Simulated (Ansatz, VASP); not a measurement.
# GaP in two plane-wave programs

Wanted: the spread between two codes on one cell, functional and k mesh. The cell is taken from a series of runs on this material, whose earlier steps may have relaxed, scaled, displaced or heated it; both programs get it as it stands.

Main program and level: Ansatz 0.2.0; plane waves, with VASP 6.6.1 beside it; zone-centre phonons at LDA.

## 1. Starting point

It takes space group F-43m (No. 216, cubic). The conventional cell has a = 5.391 Å, b = 5.391 Å, c = 5.391 Å, α = 90.00°, β = 90.00°, γ = 90.00°. Nearest to Ga lie 4 P at 2.33 Å. P has 4 Ga at 2.33 Å nearest. Farther neighbours are not listed.

Coordinates:

```cif
data_structure
_symmetry_space_group_name_H-M 'F-43m'
_symmetry_Int_Tables_number 216
_cell_length_a 5.3913
_cell_length_b 5.3913
_cell_length_c 5.3913
_cell_angle_alpha 90.000
_cell_angle_beta 90.000
_cell_angle_gamma 90.000
_cell_volume 156.70
loop_
_atom_site_label
_atom_site_type_symbol
_atom_site_symmetry_multiplicity
_atom_site_Wyckoff_symbol
_atom_site_fract_x
_atom_site_fract_y
_atom_site_fract_z
_atom_site_occupancy
Ga1 Ga 4 a 0.00000 0.00000 0.00000 1
P1 P 4 c 0.25000 0.25000 0.25000 1
```

## 2. VASP: zone-centre phonons, LDA, pair 1

Second derivatives magnify differences that forces hide, and they need a tight electronic threshold.

Lines of VASP's logs that name or quote its potential files are left out, and so is its time.

Contents of INCAR:

```
SYSTEM = GaP
PREC = Accurate
ENCUT = 500
EDIFF = 1E-08
NELM = 120
ISMEAR = -1
SIGMA = 0.05
LREAL = .FALSE.
ALGO = Normal
GGA = PW92
NELECT = 17.7
NBANDS = 14
LORBIT = 11
LWAVE = .FALSE.
LCHARG = .FALSE.
ISIF = 2
IBRION = 8
LASPH = .TRUE.
GGA_COMPAT = .FALSE.
KPAR = 2
```

Contents of POSCAR:

```
GaP
1.0
    0.0000000000      2.6956501181      2.6956501181
    2.6956501181      0.0000000000      2.6956501181
    2.6956501181      2.6956501181      0.0000000000
Ga P
1 1
Direct
    0.0000000000      0.0000000000      0.0000000000
    0.7500000000      0.7500000000      0.7500000000
```

Contents of KPOINTS:

```
Automatic mesh
0
Gamma
12 12 12
0 0 0
```

PAW data sets: Ga_d and P (LDA family, release 64).

Started as:

```
$ mpirun -np 2 vasp_std
```

Numbers of over 12 decimals in the logs are rounded to 6 here.

Output:

```text
[banner, memory and clock lines left out]
running    2 mpi-ranks, on    1 nodes
 distrk:  each k-point on    1 cores,    2 groups
 distr:  one band on    1 cores,    1 groups

 POSCAR found type information on POSCAR GaP
 POSCAR found :  2 types and       2 ions
|                                                                             |
|               ----> ADVICE to this user running VASP <----                  |
|                                                                             |
|     You enforced a specific xc type in the INCAR file but a different       |
|     [... a line on the potential file left out ...]
|     I HOPE YOU KNOW WHAT YOU ARE DOING!                                     |
|                                                                             |

 LDA part: xc-table for (Slater(with rela. corr.)+PW92), standard interpolation
 POSCAR, INCAR and KPOINTS ok, starting setup
 FFT: planning ... GRIDC
 FFT: planning ... GRID_SOFT
 FFT: planning ... GRID
 WAVECAR not read
 entering main loop
       N       E                     dE             d eps       ncg     rms          rms(c)
DAV:   1     0.727890606659E+02    0.72789E+02   -0.82151E+03  2086   0.164E+03
DAV:   2    -0.626065769257E+01   -0.79050E+02   -0.75546E+02  2256   0.307E+02
DAV:   3    -0.117961444424E+02   -0.55355E+01   -0.54681E+01  2514   0.688E+01
DAV:   4    -0.118904918739E+02   -0.94347E-01   -0.94254E-01  2502   0.972E+00
DAV:   5    -0.118927519742E+02   -0.22601E-02   -0.22600E-02  2530   0.129E+00BRMIX: very serious problems
 the old and the new charge density differ
 old charge density:    18.00000 new   17.70000
BRMIX: very serious problems
 the old and the new charge density differ
 old charge density:    18.00000 new   17.70000
    0.420E+00
DAV:   6    -0.117652275127E+02    0.12752E+00   -0.25784E-01  3108   0.124E+01    0.256E+00
DAV:   7    -0.117295325426E+02    0.35695E-01   -0.66818E-02  2936   0.206E+00    0.836E-01
DAV:   8    -0.117265893162E+02    0.29432E-02   -0.79025E-03  2628   0.116E+00    0.181E-01
DAV:   9    -0.117265250170E+02    0.64299E-04   -0.78385E-04  2772   0.357E-01    0.678E-02
DAV:  10    -0.117265233915E+02    0.16255E-05   -0.35623E-05  2632   0.581E-02    0.285E-02
DAV:  11    -0.117265287164E+02   -0.53249E-05   -0.38311E-06  2428   0.182E-02    0.316E-03
DAV:  12    -0.117265285565E+02    0.15995E-06   -0.30006E-07  2588   0.426E-03    0.228E-03
DAV:  13    -0.117265285440E+02    0.12480E-07   -0.15914E-07  2402   0.305E-03    0.108E-03
DAV:  14    -0.117265285400E+02    0.40145E-08   -0.13409E-08  1792   0.821E-04
   1 F= -.11726529E+02 E0= -.11723504E+02  d E =-.604934E-02
 Linear response reoptimize wavefunctions to high precision
DAV:   1    -0.117265285400E+02    0.45475E-11   -0.25668E-09  2430   0.337E-04
DAV:   2    -0.117265285400E+02   -0.20918E-10   -0.90249E-11  1266   0.884E-05
 Linear response DOF=           2
 Linear response progress:
  Degree of freedom:   1/  2
       N       E                     dE             d eps       ncg     rms          rms(c)
RMM:   1    -0.166816110984E+00   -0.16682E+00    0.95418E-02  9987   0.879E+00
RMM:   2    -0.165214962372E+00    0.16011E-02   -0.28792E-02 14928   0.153E+00    0.804E-02
RMM:   3    -0.165588276188E+00   -0.37331E-03   -0.34534E-03 15600   0.431E-01    0.524E-02
RMM:   4    -0.165586629322E+00    0.16469E-05   -0.96392E-04 16005   0.168E-01    0.104E-02
RMM:   5    -0.165549749612E+00    0.36880E-04   -0.36781E-05 16073   0.462E-02    0.565E-03
RMM:   6    -0.165533394981E+00    0.16355E-04   -0.57506E-06 16121   0.173E-02    0.918E-04
RMM:   7    -0.165534378862E+00   -0.98388E-06   -0.74372E-06 16138   0.698E-03    0.529E-04
RMM:   8    -0.165531426624E+00    0.29522E-05   -0.51360E-06 16426   0.301E-03    0.116E-04
RMM:   9    -0.165530980215E+00    0.44641E-06   -0.28950E-06 16568   0.125E-03    0.827E-05
RMM:  10    -0.165530328181E+00    0.65203E-06   -0.18701E-06 16531   0.577E-04    0.282E-05
RMM:  11    -0.165530332484E+00   -0.43035E-08   -0.10898E-06 16382   0.266E-04    0.131E-05
RMM:  12    -0.165530221511E+00    0.11097E-06   -0.70322E-07 16703   0.128E-04    0.785E-06
RMM:  13    -0.165530134608E+00    0.86904E-07   -0.32239E-07 16523   0.652E-05    0.230E-06
RMM:  14    -0.165530120217E+00    0.14391E-07   -0.18916E-07 16247   0.356E-05    0.229E-06
RMM:  15    -0.165530081286E+00    0.38931E-07   -0.68782E-08 15657   0.235E-05    0.322E-07
RMM:  16    -0.165530080338E+00    0.94840E-09   -0.42174E-08 12082   0.156E-05    0.772E-08
 first order change of Fermi-energy  -0.14274E-04
 force on displaced ion       1 direction 1 :  -7.704   0.000   0.000
 Linear response progress:
  Degree of freedom:   2/  2
       N       E                     dE             d eps       ncg     rms          rms(c)
RMM:   1    -0.497882265332E-01   -0.49788E-01    0.25532E-03 17752   0.191E+00
RMM:   2    -0.463421189979E-01    0.34461E-02   -0.64189E-03 14192   0.580E-01    0.117E-01
RMM:   3    -0.464381910534E-01   -0.96072E-04   -0.50283E-04 15641   0.185E-01    0.571E-02
RMM:   4    -0.467239927873E-01   -0.28580E-03   -0.88863E-05 15032   0.773E-02    0.121E-02
RMM:   5    -0.467211911129E-01    0.28017E-05   -0.11799E-05 16006   0.259E-02    0.569E-03
RMM:   6    -0.467062847379E-01    0.14906E-04   -0.22384E-06 15372   0.940E-03    0.376E-03
RMM:   7    -0.467089553644E-01   -0.26706E-05   -0.27845E-07 15791   0.356E-03    0.498E-04
RMM:   8    -0.467059497908E-01    0.30056E-05   -0.66718E-08 15515   0.132E-03    0.312E-04
RMM:   9    -0.467047015900E-01    0.12482E-05    0.44596E-08 15805   0.455E-04    0.657E-05
RMM:  10    -0.467050700634E-01   -0.36847E-06    0.25835E-09 15445   0.157E-04    0.175E-05
RMM:  11    -0.467050675296E-01    0.25339E-08   -0.48181E-10 16000   0.574E-05    0.547E-06
 first order change of Fermi-energy   0.25299E-03
 force on displaced ion       2 direction 1 :  -7.700   0.000   0.000
 Linear response finished
```

OUTCAR, selected parts (step 2):

```text
NELECT = 17.7

 ion  position               nearest neighbor table
   1  0.000  0.000  0.000-   2 2.33   2 2.33   2 2.33   2 2.33
   2  0.750  0.750  0.750-   1 2.33   1 2.33   1 2.33   1 2.33

  LATTYP: Found a face centered cubic cell.
 ALAT       =     5.3913002362

 Subroutine GETGRP returns: Found 24 space group operations
 (whereof 24 operations were pure point group operations)

The static configuration has the point symmetry T_d .

 Found     72 irreducible k-points:

   k-points           NKPTS =     72   k-points in BZ     NKDIM =     72   number of bands    NBANDS=     14

   dimension x,y,z NGX =    28 NGY =   28 NGZ =   28
   dimension x,y,z NGXF=    56 NGYF=   56 NGZF=   56

   ENCUT  =  500.0 eV  36.75 Ry    6.06 a.u.   6.95  6.95  6.95*2*pi/ulx,y,z

 k-points in reciprocal lattice and weights: Automatic mesh
   0.00000000  0.00000000  0.00000000       0.001
   0.08333333  0.00000000  0.00000000       0.005
   0.16666667  0.00000000  0.00000000       0.005
   0.25000000  0.00000000  0.00000000       0.005
   0.33333333  0.00000000  0.00000000       0.005
   0.41666667  0.00000000  0.00000000       0.005
   0.50000000  0.00000000  0.00000000       0.002
   0.08333333  0.08333333  0.00000000       0.003
   0.16666667  0.08333333  0.00000000       0.014
[...]
-0.33333333  0.50000000  0.16666667       0.007
  -0.25000000  0.50000000  0.25000000       0.003

 average (electrostatic) potential at core
       1 -66.3113       2 -84.7023

  Total       -2.9738242     -2.9738242     -2.9738242      0.0000000      0.0000000     -0.0000000
  in kB     -121.6200868   -121.6200868   -121.6200868      0.0000000      0.0000000     -0.0000000
  external PRESSURE =    -121.6200868 kB  Pullay stress =       0.0000000 kB

  energy-cutoff  :      500.00
  volume of cell :       39.18
      direct lattice vectors                 reciprocal lattice vectors
     0.000000000  2.695650118  2.695650118    -0.185484012  0.185484012  0.185484012
     2.695650118  0.000000000  2.695650118     0.185484012 -0.185484012  0.185484012
     2.695650118  2.695650118  0.000000000     0.185484012  0.185484012 -0.185484012

 POSITION                                       TOTAL-FORCE (eV/Angst)
 -----------------------------------------------------------------------------------
      0.00000      0.00000      0.00000         0.000000      0.000000     -0.000000
      4.04348      4.04348      4.04348        -0.000000     -0.000000      0.000000
 -----------------------------------------------------------------------------------
    total drift:                               -0.000000     -0.000000     -0.000000

 Eigenvectors and eigenvalues of the dynamical matrix
 ----------------------------------------------------

   1 f  =    9.368138 THz    58.861750 2PiTHz  312.487461 cm-1    38.743490 meV
             X         Y         Z           dx          dy          dz
      0.000000  0.000000  0.000000     0.000000    0.554729    0.000000
      4.043475  4.043475  4.043475    -0.000000   -0.832031    0.000000

   2 f  =    9.368138 THz    58.861750 2PiTHz  312.487461 cm-1    38.743490 meV
             X         Y         Z           dx          dy          dz
      0.000000  0.000000  0.000000     0.000000    0.000000   -0.554729
      4.043475  4.043475  4.043475     0.000000    0.000000    0.832031

   3 f  =    9.368138 THz    58.861750 2PiTHz  312.487461 cm-1    38.743490 meV
             X         Y         Z           dx          dy          dz
      0.000000  0.000000  0.000000     0.554729   -0.000000    0.000000
      4.043475  4.043475  4.043475    -0.832031    0.000000    0.000000

   4 f/i=    0.001298 THz     0.008154 2PiTHz    0.043290 cm-1     0.005367 meV
             X         Y         Z           dx          dy          dz
      0.000000  0.000000  0.000000     0.260142    0.790318    0.000000
      4.043475  4.043475  4.043475     0.173441    0.526918    0.000000

   5 f/i=    0.001298 THz     0.008154 2PiTHz    0.043290 cm-1     0.005367 meV
             X         Y         Z           dx          dy          dz
      0.000000  0.000000  0.000000    -0.790318    0.260142    0.000000
      4.043475  4.043475  4.043475    -0.526918    0.173441    0.000000

   6 f/i=    0.001298 THz     0.008154 2PiTHz    0.043290 cm-1     0.005367 meV
             X         Y         Z           dx          dy          dz
      0.000000  0.000000  0.000000     0.000000    0.000000    0.832031
      4.043475  4.043475  4.043475     0.000000    0.000000    0.554729

 ELASTIC MODULI CONTR FROM IONIC RELAXATION (kBar)
 Direction    XX          YY          ZZ          XY          YZ          ZX
 --------------------------------------------------------------------------------
 XX          -0.0000     -0.0000     -0.0000      0.0000     -0.0000     -0.0000
 YY          -0.0000     -0.0000     -0.0000      0.0000      0.0000     -0.0000
 ZZ          -0.0000     -0.0000     -0.0000     -0.0000      0.0000     -0.0000
 XY           0.0000      0.0000     -0.0000   -461.6570      0.0000     -0.0000
 YZ          -0.0000      0.0000      0.0000      0.0000   -461.6570     -0.0000
 ZX          -0.0000     -0.0000     -0.0000     -0.0000     -0.0000   -461.6570
 --------------------------------------------------------------------------------
```

The cell is charged against a uniform background.

[end of part 1 of 3]

[Lines on the potential files, build, host, timing and source positions are cut from VASP's logs without a mark.]

[Logs are printed without paths, hosts, clocks, repeated set-up lines and the standing remarks that a program may print on its own settings, such as how far it seeks lower states.]

[Hosts, paths, dates, database ids (printed as entryN), source tags and the programs' standing remarks are cut or masked in the printed files.]
